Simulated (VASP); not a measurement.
A run of VASP 6.6.1:

File INCAR:

```
SYSTEM = TcSe2
PREC     = Accurate       ! precision mode
ENCUT    = 520            ! plane-wave cutoff, eV
EDIFF    = 1E-7           ! SCF threshold, eV
ISMEAR   = 0              ! smearing method
SIGMA    = 0.05           ! smearing width, eV
LREAL    = .FALSE.        ! projectors in reciprocal space
LASPH    = .TRUE.         ! aspherical terms in the spheres
NELM     = 80             ! most SCF steps
ALGO     = Normal         ! electronic algorithm
ISIF     = 2              ! what is computed and relaxed
LWAVE    = .FALSE.        ! write WAVECAR
LCHARG   = .TRUE.         ! write CHGCAR
ISPIN    = 2              ! spin polarisation
MAGMOM   = -0.11 0 0      ! initial moments
LORBIT   = 11             ! projections on sites
LMAXMIX  = 4              ! l up to which the mixer works
LDAU     = .TRUE.         ! DFT+U
LDAUTYPE = 2            
LDAUL    = 2 -1           ! shell
LDAUU    = 7 0            ! U, eV
LDAUJ    = 0 0          
LDAUPRINT= 1            
METAGGA  = R2SCAN         ! meta-GGA
LMIXTAU  = .TRUE.       
LELF     = .TRUE.         ! ELF
LVHAR    = .TRUE.
```

File KPOINTS:

```
Automatic mesh
0
G
  6 6 6
  0 0 0
```

File POSCAR:

```
TcSe2
1.0
    1.9284189500      1.1133732000      5.8303367600
   -1.9284189500      1.1133732000      5.8303367600
    0.0000000000     -2.2267463900      5.8303367600
Tc Se
1 2
Direct
    0.0000000000      0.0000000000      0.0000000000
    0.2520000000      0.2520000000      0.2520000000
    0.7480000000      0.7480000000      0.7480000000
```

Potentials or basis: VASP PAW PBE potentials, release 64 (Tc_pv, Se).

Launch:

```console
$ cat potpaw_PBE.64/Tc_pv/POTCAR potpaw_PBE.64/Se/POTCAR > POTCAR
$ mpirun -np 1 vasp_std > vasp.out
```

Hardware: 1 thread of Intel(R) Xeon(R) Platinum 8559C (Emerald Rapids), on a shared host.

Question: Estimate the wall time of this run.

Answer: Wall time 9.7 min on 1 thread of Intel(R) Xeon(R) Platinum 8559C (Emerald Rapids) (shared host), peak memory 0.49 GiB. Counts: scf iterations 22, k points 32.
